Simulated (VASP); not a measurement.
Here is the system:

```
CELL_PARAMETERS angstrom
      2.87351     0.00000     0.00000
     -1.43675     2.48853     0.00000
      0.00000     0.00000     9.49395
ATOMIC_POSITIONS crystal
  Au 0.00000 0.00000 0.00000
  Au 0.00000 0.00000 0.50000
  Au 0.33333 0.66667 0.25000
  Au 0.66667 0.33333 0.75000
```

Computed with PBEsol GGA with spin-orbit coupling, VASP's PBE PAW potentials (set 64) (plane waves; VASP). Run with 400 eV cut-off, 11×11×3 Γ-centred mesh, Gaussian smearing of 0.050 eV, potentials Au.

Give the energies of bands 35 to 48 at the high-symmetry points, in eV from the Fermi level.

```
band      Γ      M      K      A      L      H
----  -----  -----  -----  -----  -----  -----
35    -3.13  -1.88  -2.31  -3.20  -1.91  -2.16
36    -3.13  -1.88  -2.31  -3.20  -1.91  -2.16
37    -2.75  -1.53  -2.23  -2.95  -1.67  -2.11
38    -2.75  -1.53  -2.23  -2.95  -1.67  -2.11
39    -2.60  -1.19  -2.18  -2.95  -1.67  -2.08
40    -2.60  -1.19  -2.18  -2.95  -1.67  -2.08
41    -2.49  -0.82   2.12  -2.48   0.16   2.63
42    -2.49  -0.82   2.12  -2.48   0.16   2.63
43    -2.40  -0.04   2.53  -2.48   0.16   2.64
44    -2.40  -0.04   2.53  -2.48   0.16   2.64
45    -1.75   1.01   2.57  -1.99   1.10   2.91
46    -1.75   1.01   2.57  -1.99   1.10   2.91
47    -1.31   1.27   4.17  -1.99   1.10   2.99
48    -1.31   1.27   4.17  -1.99   1.10   2.99
```

It has no gap at this level: it comes out as a metal or semimetal.

The structure was generated: Au was put into the dhcp type (P6_3/mmc), which need not be its known phase. It was relaxed first.
